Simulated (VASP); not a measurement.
Calculation: PBEsol GGA, VASP's PBE PAW potentials (set 64) (plane waves; VASP 6.6.1).

VASP ran on this input.

File POSCAR:
```
CaHI
1
    3.9637970380     0.0000000000     0.0000000000
    0.0000000000     3.9637970380     0.0000000000
    0.0000000000     0.0000000000     9.2212883068
Ca H I
2 2 2
Direct
  0.0000000000   0.5000000000   0.1301022870
  0.5000000000   0.0000000000   0.8698977130
  0.5000000000   0.5000000000   0.0000000000
  0.0000000000   0.0000000000   0.0000000000
  0.0000000000   0.5000000000   0.7007207322
  0.5000000000   0.0000000000   0.2992792678
```

KPOINTS:
```
K-points
0
Gamma
5 5 3
0 0 0
```

INCAR:
```
# general
SYSTEM  = CaHI
PREC    = Accurate
ENCUT   = 400
LREAL   = .False.
LASPH   = .True.

# electronic loop
EDIFF   = 1E-6
NELM    = 100
ALGO    = Normal
LMAXMIX = 4

# smearing
ISMEAR  = 0
SIGMA   = 0.05

# functional
GGA     = PS

# ions
IBRION  = 2
NSW     = 60
ISIF    = 3
EDIFFG  = -0.02

# output
LWAVE   = .False.
LCHARG  = .False.
```

POTCAR, in this order: Ca_sv H I (PBE.64 set). Program: vasp_std.

Output of the run:

**OSZICAR**
```
...
DAV:   6    -0.212297968988E+02    0.53434E-07   -0.42699E-06   580   0.118E-02
   6 F= -.21229797E+02 E0= -.21229797E+02  d E =-.172046E-02
       N       E                     dE             d eps       ncg     rms          rms(c)
DAV:   1    -0.212412604086E+02   -0.11463E-01   -0.16272E+00   528   0.838E+00    0.737E-01
DAV:   2    -0.212353681979E+02    0.58922E-02   -0.45109E-02   588   0.154E+00    0.388E-01
DAV:   3    -0.212313568612E+02    0.40113E-02   -0.38548E-03   612   0.464E-01    0.197E-01
DAV:   4    -0.212304670266E+02    0.88983E-03   -0.24293E-03   668   0.338E-01    0.366E-02
DAV:   5    -0.212304976296E+02   -0.30603E-04   -0.30217E-04   742   0.108E-01    0.414E-02
DAV:   6    -0.212304969596E+02    0.67002E-06   -0.17815E-05   582   0.242E-02    0.207E-02
DAV:   7    -0.212304988204E+02   -0.18608E-05   -0.39457E-06   598   0.125E-02    0.111E-02
DAV:   8    -0.212304992856E+02   -0.46515E-06   -0.17023E-06   458   0.752E-03
   7 F= -.21230499E+02 E0= -.21230499E+02  d E =-.242285E-02
       N       E                     dE             d eps       ncg     rms          rms(c)
DAV:   1    -0.212324829698E+02   -0.19841E-02   -0.19616E-01   528   0.318E+00    0.251E-01
DAV:   2    -0.212317989506E+02    0.68402E-03   -0.77085E-03   600   0.669E-01    0.131E-01
DAV:   3    -0.212313228374E+02    0.47611E-03   -0.94395E-04   678   0.246E-01    0.530E-02
DAV:   4    -0.212312959163E+02    0.26921E-04   -0.27076E-04   920   0.824E-02    0.329E-02
DAV:   5    -0.212313047635E+02   -0.88472E-05   -0.19522E-05   684   0.358E-02    0.963E-03
DAV:   6    -0.212313054411E+02   -0.67768E-06   -0.13422E-05  1000   0.209E-02    0.411E-03
DAV:   7    -0.212313057066E+02   -0.26542E-06   -0.49376E-07   456   0.477E-03
   8 F= -.21231306E+02 E0= -.21231306E+02  d E =-.806421E-03
       N       E                     dE             d eps       ncg     rms          rms(c)
DAV:   1    -0.212441471175E+02   -0.12842E-01   -0.17742E+00   528   0.956E+00    0.755E-01
DAV:   2    -0.212379636067E+02    0.61835E-02   -0.69874E-02   600   0.201E+00    0.393E-01
DAV:   3    -0.212336902034E+02    0.42734E-02   -0.84980E-03   686   0.738E-01    0.160E-01
DAV:   4    -0.212334357735E+02    0.25443E-03   -0.24271E-03   928   0.250E-01    0.984E-02
DAV:   5    -0.212334950855E+02   -0.59312E-04   -0.18422E-04   692   0.110E-01    0.269E-02
DAV:   6    -0.212334914949E+02    0.35906E-05   -0.11769E-04   994   0.632E-02    0.129E-02
DAV:   7    -0.212334926369E+02   -0.11419E-05   -0.47145E-06   612   0.140E-02    0.845E-03
DAV:   8    -0.212334932409E+02   -0.60409E-06   -0.69018E-07   402   0.646E-03
   9 F= -.21233493E+02 E0= -.21233493E+02  d E =-.299396E-02
       N       E                     dE             d eps       ncg     rms          rms(c)
DAV:   1    -0.212798078615E+02   -0.46315E-01   -0.71573E+00   528   0.192E+01    0.153E+00
DAV:   2    -0.212544511716E+02    0.25357E-01   -0.28410E-01   600   0.404E+00    0.792E-01
DAV:   3    -0.212372247839E+02    0.17226E-01   -0.34579E-02   710   0.149E+00    0.324E-01
DAV:   4    -0.212361957484E+02    0.10290E-02   -0.96232E-03   928   0.499E-01    0.196E-01
DAV:   5    -0.212364161406E+02   -0.22039E-03   -0.79036E-04   692   0.224E-01    0.479E-02
DAV:   6    -0.212363892779E+02    0.26863E-04   -0.46835E-04   980   0.129E-01    0.275E-02
DAV:   7    -0.212363922732E+02   -0.29953E-05   -0.19893E-05   668   0.273E-02    0.197E-02
DAV:   8    -0.212363944373E+02   -0.21641E-05   -0.23787E-06   546   0.129E-02    0.522E-03
DAV:   9    -0.212363950253E+02   -0.58806E-06   -0.47550E-07   390   0.635E-03
  10 F= -.21236395E+02 E0= -.21236395E+02  d E =-.589574E-02
       N       E                     dE             d eps       ncg     rms          rms(c)
DAV:   1    -0.214119212223E+02   -0.17553E+00   -0.29068E+01   528   0.389E+01    0.319E+00
DAV:   2    -0.213062953252E+02    0.10563E+00   -0.11802E+00   594   0.822E+00    0.162E+00
DAV:   3    -0.212373610370E+02    0.68934E-01   -0.13955E-01   734   0.298E+00    0.679E-01
DAV:   4    -0.212324276348E+02    0.49334E-02   -0.39618E-02   944   0.104E+00    0.394E-01
DAV:   5    -0.212332764431E+02   -0.84881E-03   -0.35071E-03   694   0.458E-01    0.877E-02
DAV:   6    -0.212331559268E+02    0.12052E-03   -0.18399E-03   978   0.264E-01    0.595E-02
DAV:   7    -0.212331654932E+02   -0.95664E-05   -0.80672E-05   676   0.559E-02    0.405E-02
DAV:   8    -0.212331705358E+02   -0.50425E-05   -0.10281E-05   748   0.280E-02    0.107E-02
DAV:   9    -0.212331713371E+02   -0.80132E-06   -0.11207E-06   470   0.858E-03
  11 F= -.21233171E+02 E0= -.21233171E+02  d E =-.267205E-02
       N       E                     dE             d eps       ncg     rms          rms(c)
DAV:   1    -0.213361485399E+02   -0.10298E+00   -0.15904E+01   528   0.288E+01    0.227E+00
DAV:   2    -0.212790082682E+02    0.57140E-01   -0.64461E-01   594   0.607E+00    0.125E+00
DAV:   3    -0.212391992227E+02    0.39809E-01   -0.78375E-02   612   0.225E+00    0.503E-01
DAV:   4    -0.212364614626E+02    0.27378E-02   -0.25113E-02   864   0.787E-01    0.330E-01
DAV:   5    -0.212368088381E+02   -0.34738E-03   -0.14745E-03   676   0.326E-01    0.132E-01
DAV:   6    -0.212367625082E+02    0.46330E-04   -0.11239E-03  1014   0.186E-01    0.286E-02
DAV:   7    -0.212367653374E+02   -0.28292E-05   -0.57541E-05   660   0.487E-02    0.176E-02
DAV:   8    -0.212367656903E+02   -0.35293E-06   -0.69680E-06   616   0.190E-02
  12 F= -.21236766E+02 E0= -.21236766E+02  d E =-.626640E-02
       N       E                     dE             d eps       ncg     rms          rms(c)
DAV:   1    -0.212418082195E+02   -0.50429E-02   -0.30861E-01   528   0.411E+00    0.344E-01
DAV:   2    -0.212395703635E+02    0.22379E-02   -0.75627E-03   650   0.769E-01    0.200E-01
DAV:   3    -0.212383539930E+02    0.12164E-02   -0.23480E-03   652   0.359E-01    0.480E-02
DAV:   4    -0.212383457931E+02    0.81999E-05   -0.24206E-04   824   0.927E-02    0.397E-02
DAV:   5    -0.212383478514E+02   -0.20583E-05   -0.22201E-05   726   0.309E-02    0.966E-03
DAV:   6    -0.212383491071E+02   -0.12557E-05   -0.28737E-06   538   0.129E-02    0.419E-03
DAV:   7    -0.212383495000E+02   -0.39291E-06   -0.35789E-07   342   0.491E-03
  13 F= -.21238349E+02 E0= -.21238349E+02  d E =-.158381E-02
       N       E                     dE             d eps       ncg     rms          rms(c)
DAV:   1    -0.212456078785E+02   -0.72588E-02   -0.58616E-01   528   0.567E+00    0.477E-01
DAV:   2    -0.212413474593E+02    0.42604E-02   -0.14466E-02   656   0.106E+00    0.276E-01
DAV:   3    -0.212390465592E+02    0.23009E-02   -0.43707E-03   646   0.489E-01    0.681E-02
DAV:   4    -0.212390221695E+02    0.24390E-04   -0.47038E-04   824   0.129E-01    0.549E-02
DAV:   5    -0.212390247921E+02   -0.26226E-05   -0.43313E-05   726   0.429E-02    0.130E-02
DAV:   6    -0.212390267121E+02   -0.19200E-05   -0.51733E-06   598   0.170E-02    0.568E-03
DAV:   7    -0.212390273609E+02   -0.64884E-06   -0.61244E-07   366   0.656E-03
  14 F= -.21239027E+02 E0= -.21239027E+02  d E =-.226167E-02
       N       E                     dE             d eps       ncg     rms          rms(c)
DAV:   1    -0.212479837828E+02   -0.89571E-02   -0.43013E-01   528   0.521E+00    0.502E-01
DAV:   2    -0.212423460345E+02    0.56377E-02   -0.22035E-02   766   0.117E+00    0.313E-01
DAV:   3    -0.212396447984E+02    0.27012E-02   -0.11122E-02   930   0.741E-01    0.102E-01
DAV:   4    -0.212396720363E+02   -0.27238E-04   -0.47734E-04   738   0.156E-01    0.895E-02
DAV:   5    -0.212396808701E+02   -0.88338E-05   -0.10974E-04   858   0.652E-02    0.341E-02
DAV:   6    -0.212396842691E+02   -0.33990E-05   -0.22875E-05   844   0.315E-02    0.104E-02
DAV:   7    -0.212396839204E+02    0.34871E-06   -0.14706E-06   486   0.742E-03
  15 F= -.21239684E+02 E0= -.21239684E+02  d E =-.656560E-03
```

OUTCAR:
```
------------------------ aborting loop because EDIFF is reached ----------------------------------------
  FORCE on cell =-STRESS in cart. coord.  units (eV):
  Direction    XX          YY          ZZ          XY          YZ          ZX
  --------------------------------------------------------------------------------------
  Total        0.0216066      0.0216066     -0.0278247      0.0000000      0.0000000      0.0000000
  in kB        0.2508924      0.2508924     -0.3230957      0.0000000      0.0000000      0.0000000
  external PRESSURE =       0.0595630 kB  Pullay stress =       0.0000000 kB
  volume of cell :      137.98
      direct lattice vectors                 reciprocal lattice vectors
     3.971788279 -0.000000000 -0.000000000     0.251775757 -0.000000000 -0.000000000
     0.000000000  3.971788279 -0.000000000    -0.000000000  0.251775757 -0.000000000
     0.000000000  0.000000000  8.746559563     0.000000000  0.000000000  0.114330668
 POSITION                                       TOTAL-FORCE (eV/Angst)
 -----------------------------------------------------------------------------------
      0.00000      1.98589      1.19381         0.000000      0.000000      0.000083
      1.98589      0.00000      7.55275        -0.000000     -0.000000     -0.000083
      1.98589      1.98589      8.74656         0.000000     -0.000000      0.000000
      0.00000      0.00000      8.74656         0.000000     -0.000000      0.000000
      0.00000      1.98589      6.00129        -0.000000     -0.000000     -0.002321
      1.98589      0.00000      2.74527         0.000000      0.000000      0.002321
 -----------------------------------------------------------------------------------
    total drift:                                0.000000      0.000000     -0.000000
  FREE ENERGIE OF THE ION-ELECTRON SYSTEM (eV)
  ---------------------------------------------------
  free  energy   TOTEN  =       -21.2396839204 eV

  energy  without entropy=      -21.2396839204  energy(sigma->0) =      -21.23968392

 reached required accuracy - stopping structural energy minimisation
```
(Selected blocks of OUTCAR.)

### CONTCAR
```
CaHI
   1.00000000000000
     3.9717882788616952   -0.0000000000000000   -0.0000000000000000
     0.0000000000000000    3.9717882788616952   -0.0000000000000000
     0.0000000000000000    0.0000000000000000    8.7465595634764064
  Ca              H               I
     2     2     2
Direct
     0.0000000000000000    0.5000000000000000    0.1364895538069345
     0.5000000000000000    0.0000000000000000    0.8635104461930655
     0.5000000000000000    0.5000000000000000    1.0000000000000000
     0.0000000000000000    0.0000000000000000    1.0000000000000000
     0.0000000000000000    0.5000000000000000    0.6861316091877994
     0.5000000000000000    0.0000000000000000    0.3138683908122005
```

Energy and stress use the plane-wave basis of the starting cell.

The structure comes from a computed database's CaHI entry (P4/nmm); how it stands against other phases isn't given here. This run relaxes it. Symmetry was kept, so distortions that lower it aren't found. The start is the result of an earlier pass.
